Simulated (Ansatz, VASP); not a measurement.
**BaCu3N: VASP beside Ansatz**

Wanted: the spread between two codes on one cell, functional and k mesh. The two relaxations start from unlike cells of this crystal (the structure described is Ansatz's start), so only their ends are compared.

Method: plane waves, with VASP 6.6.1 beside it; relaxation of cell and atoms at PBEsol, in Ansatz 0.2.0.

### 1. Starting point

The structure is cubic, space group Pm-3m (No. 221). The conventional cell has a = 4.595 Å, b = 4.595 Å, c = 4.595 Å, α = 90.00°, β = 90.00°, γ = 90.00°. Nearest to Ba lie 12 Cu at 3.25 Å. Cu has 2 N at 2.30 Å nearest. Nearest to N lie 6 Cu at 2.30 Å. Farther neighbours and most contacts between anions are not listed.

### 2. VASP: relaxation of cell and atoms, PBEsol

The relaxed volume is the usual yardstick between codes: in a stiff, nearly cubic crystal its relative difference is about their pressure difference at one cell divided by the bulk modulus.

Lines of VASP's logs that name or quote its potential files are left out, and so is its time.

Contents of INCAR:

```
SYSTEM = BaCu3N
PREC = Accurate
ENCUT = 600
EDIFF = 1E-07
NELM = 200
ISMEAR = -1
SIGMA = 0.05
LREAL = .FALSE.
ALGO = Normal
GGA = PS
NBANDS = 32
ISPIN = 2
MAGMOM = 0 0 0 0 0
LASPH = .TRUE.
LMAXMIX = 4
LORBIT = 11
LWAVE = .FALSE.
LCHARG = .FALSE.
ISIF = 3
IBRION = 2
NSW = 80
EDIFFG = -0.005
GGA_COMPAT = .FALSE.
NELMIN = 4
KPAR = 2
```

Contents of POSCAR:

```
BaCu3N
1.0
    4.3232274447      0.0000000000      0.0000000000
    0.0000000000      4.3232274447      0.0000000000
    0.0000000000      0.0000000000      4.3232274447
Ba Cu N
1 3 1
Direct
    0.0000000000      0.0000000000      0.0000000000
    0.5000000000      0.0000000000      0.5000000000
    0.5000000000      0.5000000000      0.0000000000
    0.0000000000      0.5000000000      0.5000000000
    0.5000000000      0.5000000000      0.5000000000
```

Contents of KPOINTS:

```
Automatic mesh
0
Gamma
6 6 6
0 0 0
```

The projector-augmented-wave data sets are Ba_sv, Cu and N (PBE family, release 64).

Command:

```
$ mpirun -np 2 vasp_std
```

Numbers of over 12 decimals in the logs are rounded to 6 here.

The log of the run:

```text
[banner, memory and clock lines left out]
running    2 mpi-ranks, on    1 nodes
 distrk:  each k-point on    1 cores,    2 groups
 distr:  one band on    1 cores,    1 groups

 POSCAR found type information on POSCAR BaCuN
 POSCAR found :  3 types and       5 ions
|                                                                             |
|               ----> ADVICE to this user running VASP <----                  |
|                                                                             |
|     You enforced a specific xc type in the INCAR file but a different       |
|     [... a line on the potential file left out ...]
|     I HOPE YOU KNOW WHAT YOU ARE DOING!                                     |
|                                                                             |

 LDA part: xc-table for (Slater+PW92), standard interpolation
 POSCAR, INCAR and KPOINTS ok, starting setup
 FFT: planning ... GRIDC
 FFT: planning ... GRID_SOFT
 FFT: planning ... GRID
 WAVECAR not read
 entering main loop
       N       E                     dE             d eps       ncg     rms          rms(c)
DAV:   1     0.443381765695E+03    0.44338E+03   -0.23431E+04  2568   0.234E+03
DAV:   2     0.313323447487E+02   -0.41205E+03   -0.39258E+03  2624   0.434E+02
DAV:   3    -0.232788666341E+02   -0.54611E+02   -0.49136E+02  3544   0.179E+02
DAV:   4    -0.265983444357E+02   -0.33195E+01   -0.32767E+01  4120   0.447E+01
DAV:   5    -0.266520185412E+02   -0.53674E-01   -0.53657E-01  3912   0.620E+00    0.229E+01
DAV:   6    -0.305901914074E+02   -0.39382E+01   -0.10134E+02  3472   0.210E+02    0.189E+01
DAV:   7    -0.213216497408E+02    0.92685E+01   -0.28185E+01  3112   0.100E+02    0.555E+00
DAV:   8    -0.210269070109E+02    0.29474E+00   -0.30892E+00  4080   0.220E+01    0.259E+00
DAV:   9    -0.209981782165E+02    0.28729E-01   -0.34357E-01  4448   0.684E+00    0.581E-01
DAV:  10    -0.209958289495E+02    0.23493E-02   -0.26834E-02  4064   0.199E+00    0.272E-01
DAV:  11    -0.209949304419E+02    0.89851E-03   -0.14799E-03  4608   0.526E-01    0.110E-01
DAV:  12    -0.209949243968E+02    0.60451E-05   -0.13446E-03  4216   0.319E-01    0.867E-02
DAV:  13    -0.209948822913E+02    0.42105E-04   -0.13423E-04  3712   0.113E-01    0.533E-02
DAV:  14    -0.209948525326E+02    0.29759E-04   -0.74526E-05  4192   0.844E-02    0.218E-02
DAV:  15    -0.209948453206E+02    0.72121E-05   -0.15412E-05  4472   0.589E-02    0.926E-03
DAV:  16    -0.209948437379E+02    0.15827E-05   -0.41184E-06  4128   0.345E-02    0.105E-03
DAV:  17    -0.209948436184E+02    0.11945E-06   -0.50068E-07  3256   0.579E-03    0.116E-03
DAV:  18    -0.209948436157E+02    0.27057E-08   -0.40148E-08  1736   0.219E-03
   1 F= -.20994844E+02 E0= -.20978946E+02  d E =-.209948E+02  mag=     0.0000
 curvature:   0.00 expect dE= 0.000E+00 dE for cont linesearch  0.000E+00
 trial: gam= 0.00000 g(F)=  0.000E+00 g(S)=  0.477E-04 ort = 0.000E+00 (trialstep = 0.100E+01)
 search vector abs. value=  0.477E-04
 bond charge predicted
       N       E                     dE             d eps       ncg     rms          rms(c)
DAV:   1    -0.209960993568E+02   -0.12557E-02   -0.17997E-02  2904   0.223E+00    0.301E-01
DAV:   2    -0.209958738133E+02    0.22554E-03   -0.13250E-02  3168   0.233E+00    0.213E-01
DAV:   3    -0.209949168432E+02    0.95697E-03   -0.36565E-03  3144   0.130E+00    0.510E-02
DAV:   4    -0.209948789339E+02    0.37909E-04   -0.12757E-04  3752   0.116E-01    0.229E-02
DAV:   5    -0.209948726468E+02    0.62870E-05   -0.19920E-05  4480   0.395E-02    0.882E-03
DAV:   6    -0.209948718551E+02    0.79175E-06   -0.12077E-06  4016   0.129E-02    0.494E-03
DAV:   7    -0.209948713751E+02    0.47995E-06   -0.21066E-07  2616   0.834E-03    0.809E-04
DAV:   8    -0.209948714041E+02   -0.28924E-07   -0.19481E-07  1848   0.530E-03
   2 F= -.20994871E+02 E0= -.20978976E+02  d E =-.277883E-04  mag=     0.0000
 trial-energy change:   -0.000028  1 .order   -0.000031   -0.000048   -0.000014
 step:   1.4131(harm=  1.4131)  dis= 0.00000  next Energy=   -20.994877 (dE=-0.337E-04)
 reached required accuracy - stopping structural energy minimisation
```

OUTCAR, selected parts (step 2):

```text
ion  position               nearest neighbor table
   1  0.000  0.000  0.000-   2 3.06   3 3.06   4 3.06   2 3.06   4 3.06   3 3.06   4 3.06   4 3.06
                             2 3.06   3 3.06   2 3.06   3 3.06
   2  0.500  0.000  0.500-   5 2.16   5 2.16   1 3.06   1 3.06   1 3.06   1 3.06
   3  0.500  0.500  0.000-   5 2.16   5 2.16   1 3.06   1 3.06   1 3.06   1 3.06
   4  0.000  0.500  0.500-   5 2.16   5 2.16   1 3.06   1 3.06   1 3.06   1 3.06
   5  0.500  0.500  0.500-   2 2.16   3 2.16   4 2.16   3 2.16   2 2.16   4 2.16

  LATTYP: Found a simple cubic cell.
 ALAT       =     4.3232274447

 Subroutine GETGRP returns: Found 48 space group operations
 (whereof 48 operations were pure point group operations)

The static configuration has the point symmetry O_h .

 Found     20 irreducible k-points:

   k-points           NKPTS =     20   k-points in BZ     NKDIM =     20   number of bands    NBANDS=     32

   dimension x,y,z NGX =    36 NGY =   36 NGZ =   36
   dimension x,y,z NGXF=    72 NGYF=   72 NGZF=   72

   ENCUT  =  600.0 eV  44.10 Ry    6.64 a.u.   8.63  8.63  8.63*2*pi/ulx,y,z

   NELECT =      48.0000    total number of electrons

 k-points in reciprocal lattice and weights: Automatic mesh
   0.00000000  0.00000000  0.00000000       0.005
   0.16666667  0.00000000  0.00000000       0.028
   0.33333333  0.00000000  0.00000000       0.028
   0.50000000  0.00000000  0.00000000       0.014
   0.16666667  0.16666667  0.00000000       0.056
   0.33333333  0.16666667  0.00000000       0.111
   0.50000000  0.16666667  0.00000000       0.056
   0.33333333  0.33333333  0.00000000       0.056
   0.50000000  0.33333333  0.00000000       0.056
[...]
0.50000000  0.50000000  0.33333333       0.028
   0.50000000  0.50000000  0.50000000       0.005

 average (electrostatic) potential at core
       1 -33.9043       2 -65.8124       3 -65.8124       4 -65.8124       5 -64.2122

 E-fermi :   5.6598

 spin component 1
 k-point     1 :       0.0000    0.0000    0.0000
  band No.  band energies     occupation
    ...
     22       3.0675      1.00000
     23       3.0675      1.00000
     24       4.4322      1.00000
     25       5.6514      0.54157
     26       5.6514      0.54157
     27      10.4132      0.00000
     28      10.4132      0.00000
     29      10.4132      0.00000
     30      10.9427      0.00000
     31      10.9427      0.00000
    ...

 k-point     2 :       0.1667    0.0000    0.0000
  band No.  band energies     occupation
    ...
     20       2.8359      1.00000
     21       3.0677      1.00000
     22       3.1596      1.00000
     23       3.1596      1.00000
     24       4.7541      1.00000
     25       5.7237      0.21792
     26       6.1341      0.00008
     27       9.1215      0.00000
     28       9.1215      0.00000
     29      10.2471      0.00000
    ...

 k-point     3 :       0.3333    0.0000    0.0000
  band No.  band energies     occupation
    ...
     20       2.8195      1.00000
     21       3.0679      1.00000
     22       3.3634      1.00000
     23       3.3634      1.00000
     24       5.2450      0.99975
     25       5.9507      0.00297
     26       7.1337      0.00000
     27       8.0224      0.00000
     28       8.0224      0.00000
     29       8.5409      0.00000
    ...

 k-point     4 :       0.5000    0.0000    0.0000
  band No.  band energies     occupation
    ...
     20       2.7859      1.00000
     21       3.0680      1.00000
     22       3.4654      1.00000
     23       3.4654      1.00000
     24       5.5569      0.88670
     25       6.1700      0.00004
     26       7.4408      0.00000
     27       7.6348      0.00000
     28       7.6348      0.00000
     29       7.7862      0.00000
    ...

 k-point     5 :       0.1667    0.1667    0.0000
  band No.  band energies     occupation
    ...
     20       2.7976      1.00000
     21       3.0142      1.00000
     22       3.2970      1.00000
     23       3.2989      1.00000
     24       5.0545      0.99999
     25       5.9738      0.00187
     26       6.3567      0.00000
     27       8.0981      0.00000
     28       8.9626      0.00000
     29       9.1099      0.00000
    ...

 k-point     6 :       0.3333    0.1667    0.0000
  band No.  band energies     occupation
    ...
     20       2.7340      1.00000
     21       2.9770      1.00000
     22       3.4525      1.00000
     23       3.5175      1.00000
     24       5.2822      0.99947
     25       6.0547      0.00037
     26       7.1809      0.00000
     27       7.5006      0.00000
     28       7.9085      0.00000
     29       8.8591      0.00000
    ...

  Total        0.0118623      0.0118623      0.0118623     -0.0000000      0.0000000     -0.0000000
  in kB        0.2349333      0.2349333      0.2349333     -0.0000000      0.0000000     -0.0000000
  external PRESSURE =       0.2349333 kB  Pullay stress =       0.0000000 kB

  energy-cutoff  :      600.00
  volume of cell :       80.90
      direct lattice vectors                 reciprocal lattice vectors
     4.324920181 -0.000000000  0.000000000     0.231218140  0.000000000  0.000000000
    -0.000000000  4.324920181  0.000000000     0.000000000  0.231218140  0.000000000
    -0.000000000 -0.000000000  4.324920181    -0.000000000 -0.000000000  0.231218140

 POSITION                                       TOTAL-FORCE (eV/Angst)
 -----------------------------------------------------------------------------------
      0.00000      0.00000      0.00000         0.000000      0.000000      0.000000
      2.16246     -0.00000      2.16246         0.000000     -0.000000      0.000000
      2.16246      2.16246      0.00000         0.000000      0.000000      0.000000
     -0.00000      2.16246      2.16246        -0.000000     -0.000000      0.000000
      2.16246      2.16246      2.16246         0.000000      0.000000      0.000000
 -----------------------------------------------------------------------------------
    total drift:                                0.000000      0.000000      0.000000

  FREE ENERGIE OF THE ION-ELECTRON SYSTEM (eV)
  ---------------------------------------------------
  free  energy   TOTEN  =       -20.9948714041 eV

  energy  without entropy=      -20.9630811728  energy(sigma->0) =      -20.97897629

 reached required accuracy - stopping structural energy minimisation

 total charge
# of ion       s       p       d       tot
------------------------------------------
    1        2.056   5.520   0.583   8.158
    2        0.461   0.240   9.194   9.895
    3        0.461   0.240   9.194   9.895
    4        0.461   0.240   9.194   9.895
    5        1.332   2.130   0.000   3.463
--------------------------------------------------
tot          4.771   8.371  28.165  41.307

 magnetization (x)
# of ion       s       p       d       tot
------------------------------------------
    1        0.000  -0.000  -0.000  -0.000
    2       -0.000   0.000  -0.000  -0.000
    3       -0.000   0.000  -0.000  -0.000
    4       -0.000   0.000  -0.000  -0.000
    5       -0.000  -0.000   0.000  -0.000
--------------------------------------------------
tot         -0.000  -0.000  -0.000  -0.000

[... 1 further part left out ...]
```

This run allows spin, but its moments start at zero, where symmetry between the spins tends to hold them, although Cu can carry a moment. Harder data sets than Ba_sv exist (the GW ones), and pressures, volumes and forces can shift noticeably with them.

(Part 1 of 2 ends here.)

[Lines on the potential files, build, host, timing and source positions are cut from VASP's logs without a mark.]

[Logs are printed without paths, hosts, clocks, repeated set-up lines and the standing remarks that a program may print on its own settings, such as how far it seeks lower states.]

[Hosts, paths, dates, database ids (printed as entryN), source tags and the programs' standing remarks are cut or masked in the printed files.]
